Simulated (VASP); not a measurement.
# Pd (Palladium): the relaxed cell at several levels of theory, part 2 of 2

Which functional gives which lattice for Pd (Palladium)? The starting structure is a measured crystal structure from the Crystallography Open Database. The first relaxation on each setting starts from this cell expanded by 3 % in volume.

VASP 6.6.1.

Results so far: PBEsol 14.52 Å³ an atom; LDA 14.16 Å³ an atom; PBE 15.29 Å³ an atom; PBEsol + D3(BJ) 14.04 Å³ an atom.

**6. Relaxation with r2SCAN**

Level of this step: r2SCAN; plane waves and PAW (Pd) (VASP).

r2SCAN adds the kinetic-energy density, costs more than a GGA and is run with LASPH.

Input file INCAR:

```
SYSTEM = Pd
PREC = Accurate
ENCUT = 450
EDIFF = 1E-06
NELM = 100
ISMEAR = 1
SIGMA = 0.15
LREAL = .FALSE.
ALGO = Normal
METAGGA = R2SCAN
LASPH = .TRUE.
NBANDS = 11
LORBIT = 11
LWAVE = .FALSE.
LCHARG = .FALSE.
KPAR = 4
IBRION = 2
NSW = 50
ISIF = 3
EDIFFG = -0.006
```

Input file POSCAR:

```
Pd
1.0
    0.0000000000      1.9641576881      1.9641576881
    1.9641576881      0.0000000000      1.9641576881
    1.9641576881      1.9641576881      0.0000000000
Pd
1
Direct
    0.0000000000      0.0000000000      0.0000000000
```

Input file KPOINTS:

```
Automatic mesh
0
Gamma
20 20 20
0 0 0
```

The projector-augmented-wave data sets are Pd (PBE family, release 64).

Started as:

```bash
$ mpirun -np 4 vasp_std
```

What it wrote:

```text
[banner, memory and clock lines left out]
running    4 mpi-ranks, on    1 nodes
[...]
[... a notice as in an earlier step ...]

 LDA part: xc-table for (None), standard interpolation
 POSCAR, INCAR and KPOINTS ok, starting setup
[...]
entering main loop
       N       E                     dE             d eps       ncg     rms          rms(c)
DAV:   1     0.186817264512E+02    0.18682E+02   -0.47886E+03  5696   0.775E+02
DAV:   2    -0.255910989398E+02   -0.44273E+02   -0.42773E+02  6303   0.174E+02
DAV:   3    -0.260807892216E+02   -0.48969E+00   -0.48656E+00  6912   0.198E+01
DAV:   4    -0.260826649421E+02   -0.18757E-02   -0.18753E-02  6866   0.126E+00
[...]
DAV:  11    -0.229422577887E+02    0.30230E-04   -0.14303E-04  6237   0.921E-02    0.952E-03
DAV:  12    -0.229422567408E+02    0.10478E-05   -0.12175E-06  6047   0.114E-02    0.125E-03
DAV:  13    -0.229422565399E+02    0.20088E-06   -0.37874E-08  3032   0.177E-03
   1 F= -.22942257E+02 E0= -.22941288E+02  d E =-.229423E+02
[...]
DAV:   7    -0.229408586786E+02    0.18563E-05   -0.81897E-06  6325   0.273E-02    0.310E-03
DAV:   8    -0.229408585462E+02    0.13236E-06   -0.13687E-07  3089   0.381E-03
   2 F= -.22940859E+02 E0= -.22940023E+02  d E =0.139799E-02
 trial-energy change:    0.001398  1 .order    0.001646   -0.005972    0.009264
 step:   0.4157(harm=  0.3920)  dis= 0.00000  next Energy=   -22.943516 (dE=-0.126E-02)
[...]
N       E                     dE             d eps       ncg     rms          rms(c)
DAV:   1    -0.229838667309E+02   -0.43008E-01   -0.72627E-01  5722   0.817E+00    0.135E+00
DAV:   2    -0.229431237761E+02    0.40743E-01   -0.21792E-01  5773   0.342E+00    0.368E-01
DAV:   3    -0.229434380992E+02   -0.31432E-03   -0.67858E-04  6477   0.238E-01    0.238E-01
DAV:   4    -0.229435646877E+02   -0.12659E-03   -0.10344E-03  7698   0.127E-01    0.489E-02
DAV:   5    -0.229435224273E+02    0.42260E-04   -0.14474E-04  6297   0.980E-02    0.157E-02
DAV:   6    -0.229435303240E+02   -0.78966E-05   -0.13181E-05  6615   0.361E-02    0.467E-03
DAV:   7    -0.229435305905E+02   -0.26651E-06   -0.14183E-06  3308   0.936E-03
   3 F= -.22943531E+02 E0= -.22942617E+02  d E =-.127405E-02
[...]
reached required accuracy - stopping structural energy minimisation
```

Run time: 37 s. Hardware: 4 MPI ranks of Intel Xeon 6975P-C (Granite Rapids), shared host; peak memory 0.64 GiB.

From OUTCAR (step 6):

```text
  Total       -0.0045573     -0.0045573     -0.0045573      0.0000000      0.0000000      0.0000000
  in kB       -0.4877243     -0.4877243     -0.4877243      0.0000000      0.0000000      0.0000000
  external PRESSURE =      -0.4877243 kB  Pullay stress =       0.0000000 kB

 POSITION                                       TOTAL-FORCE (eV/Angst)
 -----------------------------------------------------------------------------------
      0.00000      0.00000      0.00000         0.000000     -0.000000      0.000000
 -----------------------------------------------------------------------------------
    total drift:                                0.000000     -0.000000      0.000000

  FREE ENERGIE OF THE ION-ELECTRON SYSTEM (eV)
  ---------------------------------------------------
  free  energy   TOTEN  =       -22.9435305905 eV

  energy  without entropy=      -22.9407886048  energy(sigma->0) =      -22.94261660

[... 2 parts as in an earlier step ...]

[... 2 further parts left out ...]
[key lines of the parts left out:]
E-fermi :   9.3467
```

With r2SCAN the relaxed cell holds 14.971 Å³ an atom, +1.75 % against the measured cell, with a = 3.912 Å. That is +3.11 % from PBEsol.

**7. Relaxation with r2SCAN + rVV10**

rVV10 adds a nonlocal correlation energy for dispersion.

Changes to INCAR since step 6:

```diff
@@ -10,2 +10,6 @@
 METAGGA = R2SCAN
+LUSE_VDW = .TRUE.
+IVDW_NL = 2
+BPARAM = 11.95
+CPARAM = 0.0093
 LASPH = .TRUE.
```

POSCAR is that of step 6.

KPOINTS is that of step 6.

Started as:

```bash
$ mpirun -np 4 vasp_std
```

What it wrote:

```text
[banner, memory and clock lines left out]
running    4 mpi-ranks, on    1 nodes
[...]
|                                                                             |
|               ----> ADVICE to this user running VASP <----                  |
|                                                                             |
|     You have switched on vdW-DFT.                                           |
|     This routine was written and supplied by Jiri Klimes. We recommend      |
|     that you carefully read and cite the following publications:            |
|       J. Klimes, D.R. Bowler, A. Michelides                                 |
|          J. Phys.: Cond Matt. 22 022201 (2010)                              |
|       J. Klimes, D.R. Bowler, A. Michelides                                 |
|          Phys. Rev. B. 83, 195131 (2011)                                    |
|     and references therein.                                                 |
|                                                                             |

[...]
Total rVV10 correction in eV:      0.2734990    14.0311784
Total rVV10 correction in eV:      0.2734990    14.0311784
Total rVV10 correction in eV:      0.2734990    14.0311784
Total rVV10 correction in eV:      0.2734990    14.0311784
DAV:  13    -0.226684640269E+02    0.20434E-06   -0.37927E-08  3047   0.181E-03
Total rVV10 correction in eV:      0.2735048    14.0311784
Total rVV10 correction in eV:      0.2735048    14.0311784
Total rVV10 correction in eV:      0.2735048    14.0311784
Total rVV10 correction in eV:      0.2735048    14.0311784
Total rVV10 correction in eV:      0.2735016    14.0311784
Total rVV10 correction in eV:      0.2735016    14.0311784
Total rVV10 correction in eV:      0.2735016    14.0311784
Total rVV10 correction in eV:      0.2735016    14.0311784
   1 F= -.22668464E+02 E0= -.22667505E+02  d E =-.226685E+02
[... from here on, the cycles between the ionic steps are left out ...]
   2 F= -.22661113E+02 E0= -.22660441E+02  d E =0.735118E-02
   3 F= -.22673485E+02 E0= -.22672638E+02  d E =-.502120E-02
   4 F= -.22673483E+02 E0= -.22672638E+02  d E =-.501884E-02
   5 F= -.22673462E+02 E0= -.22672608E+02  d E =0.204360E-04
   6 F= -.22673486E+02 E0= -.22672638E+02  d E =-.267939E-05
[...]
reached required accuracy - stopping structural energy minimisation
```

It took 85 s on 4 MPI ranks; peak memory 0.85 GiB.

From OUTCAR (step 7):

```text
  Total        0.0023199      0.0023199      0.0023199      0.0000000      0.0000000     -0.0000000
  in kB        0.2511736      0.2511736      0.2511736      0.0000000      0.0000000     -0.0000000
  external PRESSURE =       0.2511736 kB  Pullay stress =       0.0000000 kB

 POSITION                                       TOTAL-FORCE (eV/Angst)
 -----------------------------------------------------------------------------------
      0.00000      0.00000      0.00000         0.000000      0.000000      0.000000
 -----------------------------------------------------------------------------------
    total drift:                               -0.000000     -0.000000      0.000000

  FREE ENERGIE OF THE ION-ELECTRON SYSTEM (eV)
  ---------------------------------------------------
  free  energy   TOTEN  =       -22.6734855461 eV

  energy  without entropy=      -22.6709428055  energy(sigma->0) =      -22.67263797

[... 2 parts as in an earlier step ...]

[... 2 further parts left out ...]
[key lines of the parts left out:]
E-fermi :   9.5250
```

With r2SCAN + rVV10 the relaxed cell holds 14.798 Å³ an atom, +0.57 % against the measured cell, with a = 3.897 Å. That is +1.93 % from PBEsol.

**8. Relaxation with vdW-DF-cx**

vdW-DF-cx takes its exchange from the same plasmon model as its correlation. This run starts from the cell of an earlier relaxation, which isn't shown; the restart sets up the plane waves anew.

Changes to INCAR since step 7:

```diff
@@ -9,7 +9,5 @@
 ALGO = Normal
-METAGGA = R2SCAN
+GGA = CX
+AGGAC = 0
 LUSE_VDW = .TRUE.
-IVDW_NL = 2
-BPARAM = 11.95
-CPARAM = 0.0093
 LASPH = .TRUE.
```

Input file POSCAR:

```
Pd
1.0
    0.0000000000      1.9406073243      1.9406073243
    1.9406073243      0.0000000000      1.9406073243
    1.9406073243      1.9406073243      0.0000000000
Pd
1
Direct
    0.0000000000      0.0000000000      0.0000000000
```

KPOINTS is that of step 7.

Started as:

```bash
$ mpirun -np 4 vasp_std
```

What it wrote:

```text
[banner, memory and clock lines left out]
running    4 mpi-ranks, on    1 nodes
[...]
[... a notice as in an earlier step ...]

 [... a notice as in an earlier step ...]

 LDA part: xc-table for (Slater+PW92), standard interpolation
 POSCAR, INCAR and KPOINTS ok, starting setup
[...]
entering main loop
       N       E                     dE             d eps       ncg     rms          rms(c)
DAV:   1     0.409427463883E+02    0.40943E+02   -0.46787E+03  5696   0.750E+02
DAV:   2    -0.241796057289E+01   -0.43361E+02   -0.41766E+02  6362   0.171E+02
DAV:   3    -0.292016574904E+01   -0.50221E+00   -0.49984E+00  6787   0.197E+01
DAV:   4    -0.292236161832E+01   -0.21959E-02   -0.21956E-02  6834   0.138E+00
[...]
DAV:   9    -0.257986993537E+01    0.68796E-04   -0.37106E-04  7420   0.162E-01    0.210E-02
DAV:  10    -0.257987517654E+01   -0.52412E-05   -0.98010E-06  7072   0.284E-02    0.135E-02
DAV:  11    -0.257987429586E+01    0.88067E-06   -0.35819E-07  4886   0.586E-03
   1 F= -.25798743E+01 E0= -.25790334E+01  d E =-.257987E+01
[...]
reached required accuracy - stopping structural energy minimisation
```

Elapsed: 9 s, on 4 MPI ranks; peak memory 0.99 GiB; 34 s of CPU time.

OUTCAR, selected parts (step 8):

```text
  Total        0.0034209      0.0034209      0.0034209      0.0000000     -0.0000000      0.0000000
  in kB        0.3749751      0.3749751      0.3749751      0.0000000     -0.0000000      0.0000000
  external PRESSURE =       0.3749751 kB  Pullay stress =       0.0000000 kB

 POSITION                                       TOTAL-FORCE (eV/Angst)
 -----------------------------------------------------------------------------------
      0.00000      0.00000      0.00000         0.000000      0.000000      0.000000
 -----------------------------------------------------------------------------------
    total drift:                                0.000000      0.000000      0.000000

  FREE ENERGIE OF THE ION-ELECTRON SYSTEM (eV)
  ---------------------------------------------------
  free  energy   TOTEN  =        -2.5798742959 eV

  energy  without entropy=       -2.5773515858  energy(sigma->0) =       -2.57903339

[... 2 parts as in an earlier step ...]

[... 2 further parts left out ...]
[key lines of the parts left out:]
E-fermi :   9.7719
```

With vdW-DF-cx the relaxed cell holds 14.616 Å³ an atom, -0.66 % against the measured cell, with a = 3.881 Å. That is +0.67 % from PBEsol.

**9. Relaxation with RPBE**

RPBE by itself binds more weakly than PBE and expands cells. This run starts from the cell of an earlier relaxation, which isn't shown; the restart sets up the plane waves anew.

Changes to INCAR since step 8:

```diff
@@ -9,6 +9,3 @@
 ALGO = Normal
-GGA = CX
-AGGAC = 0
-LUSE_VDW = .TRUE.
-LASPH = .TRUE.
+GGA = RP
 NBANDS = 11
```

Input file POSCAR:

```
Pd
1.0
    0.0000000000      1.9888930106      1.9888930106
    1.9888930106      0.0000000000      1.9888930106
    1.9888930106      1.9888930106      0.0000000000
Pd
1
Direct
    0.0000000000      0.0000000000      0.0000000000
```

KPOINTS is that of step 8.

Started as:

```bash
$ mpirun -np 4 vasp_std
```

What it wrote:

```text
[... set-up lines as in an earlier step ...]
 entering main loop
       N       E                     dE             d eps       ncg     rms          rms(c)
DAV:   1     0.391445108039E+02    0.39145E+02   -0.46351E+03  5696   0.745E+02
DAV:   2    -0.431015752638E+01   -0.43455E+02   -0.42066E+02  6424   0.170E+02
DAV:   3    -0.483631951587E+01   -0.52616E+00   -0.52174E+00  6703   0.198E+01
DAV:   4    -0.483902627160E+01   -0.27068E-02   -0.27064E-02  6826   0.154E+00
[...]
DAV:   9    -0.462393718360E+01   -0.27117E-05   -0.20722E-05  7106   0.396E-02    0.196E-02
DAV:  10    -0.462394235783E+01   -0.51742E-05   -0.43173E-06  6865   0.188E-02    0.426E-03
DAV:  11    -0.462394200838E+01    0.34945E-06   -0.73215E-08  4442   0.269E-03
   1 F= -.46239420E+01 E0= -.46226193E+01  d E =-.462394E+01
[...]
reached required accuracy - stopping structural energy minimisation
```

Run time: 3.6 s. Hardware: 4 MPI ranks; peak memory 0.57 GiB; 12 s of CPU time.

Parts of OUTCAR (step 9):

```text
  Total        0.0020442      0.0020442      0.0020442      0.0000000      0.0000000      0.0000000
  in kB        0.2081503      0.2081503      0.2081503      0.0000000      0.0000000      0.0000000
  external PRESSURE =       0.2081503 kB  Pullay stress =       0.0000000 kB

  FREE ENERGIE OF THE ION-ELECTRON SYSTEM (eV)
  ---------------------------------------------------
  free  energy   TOTEN  =        -4.6239420084 eV

  energy  without entropy=       -4.6199739327  energy(sigma->0) =       -4.62261932

[... 3 parts as in an earlier step ...]

[... 2 further parts left out ...]
[key lines of the parts left out:]
E-fermi :   8.8177
```

With RPBE the relaxed cell holds 15.735 Å³ an atom, +6.94 % against the measured cell, with a = 3.978 Å. That is +8.38 % from PBEsol.

**10. The runs compared**

```tsv
level	volume (Å³/atom)	against the measured cell (%)	a (Å)	pressure left (GPa)	core minutes
PBEsol	14.519	-1.33	3.8725	0.02	0.827
LDA	14.159	-3.77	3.8403	-0.03	1.08
PBE	15.289	3.91	3.9398	-0.03	0.48
PBEsol + D3(BJ)	14.04	-4.58	3.8295	-0.02	1.17
r2SCAN	14.971	1.75	3.9123	-0.05	2.47
r2SCAN + rVV10	14.798	0.57	3.8972	0.03	5.67
vdW-DF-cx	14.616	-0.66	3.8812	0.04	2.47
RPBE	15.735	6.94	3.9778	0.02	0.773
```

Core minutes are wall time times ranks, summed over the relaxations behind a row (those for a bulk modulus apart), on shared hosts.

**11. What came out**

| Property | Result |
| --- | --- |
| volume, PBEsol | 14.52 Å³/atom |
| volume, LDA | 14.16 Å³/atom |
| volume, PBE | 15.29 Å³/atom |
| volume, PBEsol + D3(BJ) | 14.04 Å³/atom |
| volume, r2SCAN | 14.97 Å³/atom |
| volume, r2SCAN + rVV10 | 14.80 Å³/atom |
| volume, vdW-DF-cx | 14.62 Å³/atom |
| volume, RPBE | 15.73 Å³/atom |

Across 8 levels the volume of Pd (Palladium) spans 12.1 %, from 14.04 Å³ an atom (PBEsol + D3(BJ)) to 15.73 Å³ (RPBE). Against the measured volume of the starting structure, r2SCAN + rVV10 comes nearest (+0.6 %) and RPBE lies farthest (+6.9 %). The measured cell holds zero-point expansion and, unless it was taken cold, thermal expansion, which the runs lack, so small differences decide nothing. Adding D3(BJ) to PBEsol changes the volume by -3.3 %. Adding rVV10 to r2SCAN changes the volume by -1.2 %. LASPH is on in some of these runs and off in others, which adds a little to the differences. All runs keep the symmetry of the start, so they can't find a distortion of lower symmetry. Further runs on this material are not shown.

[Lines on the potential files, build, host, timing and source positions are cut from VASP's logs without a mark.]

[Logs are printed without paths, hosts, clocks, repeated set-up lines and the standing remarks that a program may print on its own settings, such as how far it seeks lower states.]

[Hosts, paths, dates, database ids (printed as entryN), source tags and the programs' standing remarks are cut or masked in the printed files.]
